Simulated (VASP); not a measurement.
Computed with PBE GGA, VASP's PBE PAW potentials (set 64) (plane waves; VASP).

VASP input:

POSCAR:
```
Si
1.0
  0.0000000000   2.7342071091   2.7342071091
  2.7342071091   0.0000000000   2.7342071091
  2.7342071091   2.7342071091   0.0000000000
Si
2
Cart
  0.0000000000   0.0000000000   0.0000000000
  1.3671035546   1.3671035546   1.3671035546
```

INCAR:
```
PREC=Accurate
LEPSILON=.TRUE.
EDIFF=1E-8
LREAL=.FALSE.
NSW=1
ISMEAR=0   ! Gaussian
GGA=PE   ! PBE
LASPH=.TRUE.
LWAVE=.FALSE.
SYSTEM=Si
NELM=100
SIGMA=0.01   ! width (eV)
IBRION=8   ! DFPT with symmetry
LCHARG=.FALSE.
ENCUT=400   ! plane-wave cut-off (eV)
ALGO=Normal
```

KPOINTS:
```
kpoints
0
gamma
15 15 15
0 0 0
```

POTCAR, in this order: Si (PBE.64 set). Program: vasp_std.

What VASP printed:

**OSZICAR**
```
...
RMM:  12    -0.183350555305E+02    0.51944E-10    0.30658E-08  1053   0.429E-05
 Linear response to external field (no local field effect), progress :
  Direction:   1
       N       E                     dE             d eps       ncg     rms          rms(c)
RMM:   1    -0.174837941242E+01   -0.17484E+01   -0.85616E+00  4062   0.502E+00
RMM:   2    -0.179199291146E+01   -0.43613E-01   -0.20320E-02  3103   0.961E-01
RMM:   3    -0.179236640245E+01   -0.37349E-03   -0.40461E-04  3081   0.106E-01
RMM:   4    -0.179237376837E+01   -0.73659E-05   -0.10880E-05  3147   0.167E-02
RMM:   5    -0.179237399370E+01   -0.22532E-06   -0.38974E-07  3183   0.248E-03
RMM:   6    -0.179237400042E+01   -0.67266E-08   -0.27247E-08  2998   0.431E-04
 Linear response to external field (no local field effect), progress :
  Direction:   2
       N       E                     dE             d eps       ncg     rms          rms(c)
RMM:   1    -0.179661177361E+01   -0.17966E+01   -0.86686E+00  3996   0.507E+00
RMM:   2    -0.185294978456E+01   -0.56338E-01   -0.21179E-02  3078   0.965E-01
RMM:   3    -0.185333473756E+01   -0.38495E-03   -0.42084E-04  3083   0.106E-01
RMM:   4    -0.185334245967E+01   -0.77221E-05   -0.11357E-05  3155   0.165E-02
RMM:   5    -0.185334269868E+01   -0.23901E-06   -0.42036E-07  3169   0.249E-03
RMM:   6    -0.185334270501E+01   -0.63311E-08   -0.30173E-08  2979   0.425E-04
 Linear response to external field (no local field effect), progress :
  Direction:   3
       N       E                     dE             d eps       ncg     rms          rms(c)
RMM:   1    -0.599908778035E+00   -0.59991E+00   -0.26832E+00  4009   0.351E+00
RMM:   2    -0.629958208445E+00   -0.30049E-01   -0.89442E-03  3052   0.716E-01
RMM:   3    -0.630122809372E+00   -0.16460E-03   -0.17074E-04  3043   0.824E-02
RMM:   4    -0.630125646147E+00   -0.28368E-05   -0.44556E-06  3155   0.123E-02
RMM:   5    -0.630125731610E+00   -0.85463E-07   -0.15049E-07  3166   0.182E-03
RMM:   6    -0.630125733406E+00   -0.17961E-08   -0.10431E-08  2943   0.311E-04
 Linear response to external field, progress :
  Direction:   1
       N       E                     dE             d eps       ncg     rms          rms(c)
RMM:   1    -0.138061655960E+01   -0.13806E+01   -0.66276E+00  9616   0.453E+00
RMM:   2    -0.142495392983E+01   -0.44337E-01   -0.16966E-02  7370   0.881E-01    0.157E+00
RMM:   3    -0.138770646382E+01    0.37247E-01   -0.31953E-02  7249   0.995E-01    0.883E-01
RMM:   4    -0.143764493738E+01   -0.49938E-01   -0.35254E-02  7252   0.110E+00    0.172E-01
RMM:   5    -0.145727194355E+01   -0.19627E-01   -0.12660E-03  7291   0.282E-01    0.334E-02
RMM:   6    -0.145831097140E+01   -0.10390E-02   -0.32975E-05  7620   0.425E-02    0.183E-02
RMM:   7    -0.145919287953E+01   -0.88191E-03   -0.13797E-05  7375   0.292E-02    0.192E-03
RMM:   8    -0.145925808993E+01   -0.65210E-04   -0.30212E-07  7921   0.356E-03    0.649E-04
RMM:   9    -0.145925995769E+01   -0.18678E-05   -0.35608E-08  7631   0.179E-03    0.297E-04
RMM:  10    -0.145926187215E+01   -0.19145E-05    0.62105E-08  7401   0.318E-04    0.548E-05
RMM:  11    -0.145926140735E+01    0.46481E-06   -0.24866E-09  4947   0.589E-05    0.154E-05
RMM:  12    -0.145926182703E+01   -0.41968E-06    0.38997E-09  2819   0.467E-05    0.178E-06
 Linear response to external field, progress :
  Direction:   2
       N       E                     dE             d eps       ncg     rms          rms(c)
RMM:   1    -0.138214578710E+01   -0.13821E+01   -0.66429E+00  9636   0.454E+00
RMM:   2    -0.142497158015E+01   -0.42826E-01   -0.16720E-02  7368   0.880E-01    0.157E+00
RMM:   3    -0.138770899873E+01    0.37263E-01   -0.31913E-02  7249   0.995E-01    0.883E-01
RMM:   4    -0.143765929622E+01   -0.49950E-01   -0.35295E-02  7252   0.110E+00    0.172E-01
RMM:   5    -0.145726908957E+01   -0.19610E-01   -0.12691E-03  7291   0.283E-01    0.334E-02
RMM:   6    -0.145831145812E+01   -0.10424E-02   -0.33389E-05  7612   0.426E-02    0.183E-02
RMM:   7    -0.145919214783E+01   -0.88069E-03   -0.13882E-05  7378   0.293E-02    0.193E-03
RMM:   8    -0.145925801432E+01   -0.65866E-04   -0.30677E-07  7918   0.358E-03    0.652E-04
RMM:   9    -0.145925986213E+01   -0.18478E-05   -0.54898E-08  7631   0.179E-03    0.298E-04
RMM:  10    -0.145926180476E+01   -0.19426E-05   -0.69826E-09  7423   0.318E-04    0.547E-05
RMM:  11    -0.145926134616E+01    0.45860E-06   -0.24481E-08  4996   0.590E-05    0.154E-05
RMM:  12    -0.145926176420E+01   -0.41804E-06   -0.35223E-10  2802   0.467E-05    0.176E-06
 Linear response to external field, progress :
  Direction:   3
       N       E                     dE             d eps       ncg     rms          rms(c)
RMM:   1    -0.138213762038E+01   -0.13821E+01   -0.66428E+00  9637   0.454E+00
RMM:   2    -0.142497165479E+01   -0.42834E-01   -0.16720E-02  7368   0.880E-01    0.157E+00
RMM:   3    -0.138770899968E+01    0.37263E-01   -0.31913E-02  7249   0.995E-01    0.883E-01
RMM:   4    -0.143765940294E+01   -0.49950E-01   -0.35295E-02  7252   0.110E+00    0.172E-01
RMM:   5    -0.145726907873E+01   -0.19610E-01   -0.12691E-03  7291   0.283E-01    0.334E-02
RMM:   6    -0.145831146571E+01   -0.10424E-02   -0.33393E-05  7610   0.426E-02    0.183E-02
RMM:   7    -0.145919213707E+01   -0.88067E-03   -0.13883E-05  7363   0.293E-02    0.193E-03
RMM:   8    -0.145925801190E+01   -0.65875E-04   -0.30867E-07  7910   0.358E-03    0.652E-04
RMM:   9    -0.145925985916E+01   -0.18473E-05   -0.76202E-08  7636   0.180E-03    0.298E-04
RMM:  10    -0.145926180125E+01   -0.19421E-05   -0.97862E-08  7416   0.318E-04    0.547E-05
RMM:  11    -0.145926133567E+01    0.46557E-06   -0.58322E-08  4988   0.590E-05    0.154E-05
RMM:  12    -0.145926175386E+01   -0.41819E-06   -0.14627E-09  2880   0.467E-05    0.176E-06
 Linear response DOF=           1
 Linear response progress:
  Degree of freedom:   1/  1
       N       E                     dE             d eps       ncg     rms          rms(c)
RMM:   1    -0.193285166382E-01   -0.19329E-01    0.13257E-02 18774   0.107E+00
RMM:   2    -0.172626975204E-01    0.20658E-02   -0.99623E-04 12959   0.217E-01    0.910E-02
RMM:   3    -0.172411523669E-01    0.21545E-04   -0.74119E-05 13306   0.448E-02    0.538E-02
RMM:   4    -0.173770389680E-01   -0.13589E-03   -0.20411E-05 12910   0.435E-02    0.626E-03
RMM:   5    -0.173454152969E-01    0.31624E-04    0.89160E-06 13538   0.101E-02    0.187E-03
RMM:   6    -0.173460617389E-01   -0.64644E-06    0.17704E-06 13682   0.147E-03    0.128E-03
RMM:   7    -0.173453869683E-01    0.67477E-06    0.45768E-07 13473   0.976E-04    0.832E-05
RMM:   8    -0.173455994770E-01   -0.21251E-06    0.84870E-08 14241   0.119E-04    0.467E-05
RMM:   9    -0.173455019602E-01    0.97517E-07    0.33592E-08 13586   0.972E-05    0.832E-06
RMM:  10    -0.173455442051E-01   -0.42245E-07    0.13550E-08 14580   0.124E-05    0.431E-06
RMM:  11    -0.173455309237E-01    0.13281E-07    0.17409E-10 13532   0.738E-06    0.682E-07
RMM:  12    -0.173455342903E-01   -0.33666E-08   -0.31729E-09 10999   0.162E-06    0.645E-07
 Linear response finished
```

**OUTCAR**
```
------------------------ aborting loop because EDIFF is reached ----------------------------------------

 HEAD OF MICROSCOPIC STATIC DIELECTRIC TENSOR (INDEPENDENT PARTICLE, excluding Hartree and local field effects)
 ------------------------------------------------------
          13.617470     0.000000     0.000000
           0.000000    13.617470    -0.000000
           0.000000     0.000000    13.617470
 ------------------------------------------------------

 MACROSCOPIC STATIC DIELECTRIC TENSOR (including local field effects in DFT)
 ------------------------------------------------------
          13.003183     0.000000     0.000000
          -0.000000    13.003183    -0.000000
          -0.000000     0.000000    13.003183
 ------------------------------------------------------

 PIEZOELECTRIC TENSOR (including local field effects)  for field in x, y, z        (e  Angst)
          XX          YY          ZZ          XY          YZ          ZX
  --------------------------------------------------------------------------------
  x     0.00000     0.00000    -0.00000     0.00000     0.00000    -0.00000
  y     0.00000     0.00000     0.00000    -0.00000    -0.00000     0.00000
  z     0.00000     0.00000    -0.00000    -0.00000    -0.00000     0.00000

 PIEZOELECTRIC TENSOR (including local field effects)  for field in x, y, z        (C/m^2)
          XX          YY          ZZ          XY          YZ          ZX
  --------------------------------------------------------------------------------
  x     0.00000     0.00000    -0.00000     0.00000     0.00000    -0.00000
  y     0.00000     0.00000     0.00000    -0.00000    -0.00000     0.00000
  z     0.00000     0.00000    -0.00000    -0.00000    -0.00000     0.00000

 BORN EFFECTIVE CHARGES (including local field effects) (in |e|, cummulative output)
 ---------------------------------------------------------------------------------
 ion    1
    1    -0.00000     0.00000     0.00000
    2    -0.00000    -0.00000    -0.00000
    3    -0.00000    -0.00000    -0.00000
 ion    2
    1     0.00000    -0.00000     0.00000
    2     0.00000     0.00000     0.00000
    3     0.00000     0.00000     0.00000

   1 f  =   15.065921 THz    94.661972 2PiTHz  502.545023 cm-1    62.307614 meV
             X         Y         Z           dx          dy          dz
      0.000000  0.000000  0.000000     0.707107    0.000000    0.000000
      1.367104  1.367104  1.367104    -0.707107    0.000000    0.000000

   2 f  =   15.065921 THz    94.661972 2PiTHz  502.545023 cm-1    62.307614 meV
             X         Y         Z           dx          dy          dz
      0.000000  0.000000  0.000000     0.000000    0.133914    0.694311
      1.367104  1.367104  1.367104     0.000000   -0.133914   -0.694311

   3 f  =   15.065921 THz    94.661972 2PiTHz  502.545023 cm-1    62.307614 meV
             X         Y         Z           dx          dy          dz
      0.000000  0.000000  0.000000     0.000000    0.694311   -0.133914
      1.367104  1.367104  1.367104     0.000000   -0.694311    0.133914

   4 f  =    0.000000 THz     0.000001 2PiTHz    0.000004 cm-1     0.000001 meV
             X         Y         Z           dx          dy          dz
      0.000000  0.000000  0.000000     0.000000   -0.678446    0.199275
      1.367104  1.367104  1.367104     0.000000   -0.678446    0.199275

   5 f  =    0.000000 THz     0.000000 2PiTHz    0.000000 cm-1     0.000000 meV
             X         Y         Z           dx          dy          dz
      0.000000  0.000000  0.000000     0.707107    0.000000    0.000000
      1.367104  1.367104  1.367104     0.707107    0.000000    0.000000

   6 f/i=    0.000000 THz     0.000001 2PiTHz    0.000006 cm-1     0.000001 meV
             X         Y         Z           dx          dy          dz
      0.000000  0.000000  0.000000     0.000000    0.199275    0.678446
      1.367104  1.367104  1.367104     0.000000    0.199275    0.678446

 MACROSCOPIC STATIC DIELECTRIC TENSOR IONIC CONTRIBUTION
 ------------------------------------------------------
           0.000000     0.000000     0.000000
           0.000000     0.000000     0.000000
           0.000000     0.000000     0.000000
 ------------------------------------------------------

 ELASTIC MODULI CONTR FROM IONIC RELAXATION (kBar)
 Direction    XX          YY          ZZ          XY          YZ          ZX
 --------------------------------------------------------------------------------
 XX          -0.0000     -0.0000     -0.0000     -0.0000      0.0000      0.0000
 YY          -0.0000     -0.0000     -0.0000     -0.0000     -0.0000      0.0000
 ZZ          -0.0000     -0.0000     -0.0000      0.0000     -0.0000      0.0000
 XY          -0.0000     -0.0000      0.0000   -232.0579      0.0000      0.0000
 YZ           0.0000     -0.0000     -0.0000      0.0000   -232.0579      0.0000
 ZX           0.0000      0.0000      0.0000      0.0000      0.0000   -232.0579
 --------------------------------------------------------------------------------

 PIEZOELECTRIC TENSOR IONIC CONTR  for field in x, y, z        (C/m^2)
          XX          YY          ZZ          XY          YZ          ZX
  --------------------------------------------------------------------------------
  x    -0.00000    -0.00000    -0.00000     0.00000    -0.00000     0.00000
  y     0.00000    -0.00000     0.00000    -0.00000    -0.00000    -0.00000
  z    -0.00000    -0.00000     0.00000    -0.00000    -0.00000    -0.00000
```
(Selected blocks of OUTCAR.)

The compound is Si in the diamond structure. It was relaxed first.
